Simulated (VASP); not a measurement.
Given:

```yaml
crystal:
  lattice:
    - [0.00000, 1.98967, 1.98967]
    - [1.98967, 0.00000, 1.98967]
    - [1.98967, 1.98967, 0.00000]
  atoms:
    - { symbol: Li, position: [0.00000, 0.00000, 0.00000] }
    - { symbol: F, position: [0.50000, 0.50000, 0.50000] }
```

The numbers are results of r2SCAN meta-GGA, VASP's PBE PAW potentials (set 64) (plane waves; VASP), not measurements. Run with 520 eV cut-off, 10×10×10 Γ-centred mesh, Gaussian smearing of 0.050 eV, potentials Li_sv F.

### Question
Estimate the energy per atom (σ→0), band gap (on the k-mesh) with the smallest direct gap where there is one.

### Answer

```
Property                                     Result
-----------------------------------  --------------
band gap (on the k-mesh)                   10.63 eV
smallest direct gap (on the k-mesh)        10.63 eV
energy per atom (σ→0)                -5.951 eV/atom
```

The absolute energy has meaning only against runs of the same code, potentials and settings.

The compound is LiF in the rock salt structure. It was relaxed first. The start is the result of an earlier pass.
